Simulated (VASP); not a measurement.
Given:

```xyz
6
Lattice="4.1899 0.0000 0.0000 0.0000 4.1899 0.0000 0.0000 0.0000 4.1899" Properties=species:S:1:pos:R:3 pbc="T T T"
Cu     3.1425     1.0475     3.1425
Cu     1.0475     3.1425     3.1425
Cu     3.1425     3.1425     1.0475
Cu     1.0475     1.0475     1.0475
O      0.0000     0.0000     0.0000
O      2.0950     2.0950     2.0950
```

The numbers are results of rev-vdW-DF2, VASP's PBE PAW potentials (set 64) (plane waves; VASP), not measurements. Numerical set-up: 520 eV cut-off, 5×5×5 Γ-centred mesh, Gaussian smearing of 0.050 eV, potentials Cu O.

Predict the energy per atom (σ→0), pressure, band gap (on the k-mesh) with the smallest direct gap where there is one.

```yaml
band gap (on the k-mesh): 0.71 eV
smallest direct gap (on the k-mesh): 0.71 eV
energy per atom (σ→0): -2.418 eV/atom
pressure: 8.58 GPa
```

The absolute energy has meaning only against runs of the same code, potentials and settings.

The compound is Cu2O in the cuprite structure. This cell is one point of a volume scan, at 0.94 of the reference volume.
